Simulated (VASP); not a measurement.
Input:

```
Mg2STe
1.0
    2.12907     1.22922     7.01807
   -2.12907     1.22922     7.01807
    0.00000    -2.45843     7.01807
Mg Te S
2 1 1
Cartesian
  0.00000   0.00000  20.85318
  0.00000   0.00000  10.74750
  0.00000   0.00000   2.57938
  0.00000   0.00000  13.19136
```

All values below come from PBEsol GGA with spin-orbit coupling, VASP's PBE PAW potentials (set 64) (plane waves; VASP). Run with 400 eV cut-off, 6×6×6 Γ-centred mesh, Gaussian smearing of 0.050 eV, potentials Mg Te S.

**Question.** Predict the energy per atom (σ→0), band gap (over mesh and band path) with the smallest direct gap where there is one.

**Answer.** 
| Quantity | Value |
|---|---|
| band gap (over mesh and band path) | 1.12 eV |
| smallest direct gap (over mesh and band path) | 1.12 eV |
| energy per atom (σ→0) | -3.913 eV/atom |

The absolute energy has meaning only against runs of the same code, potentials and settings.

The structure comes from a computed database's Mg2TeS entry (R3m); how it stands against other phases isn't given here. It was relaxed first.
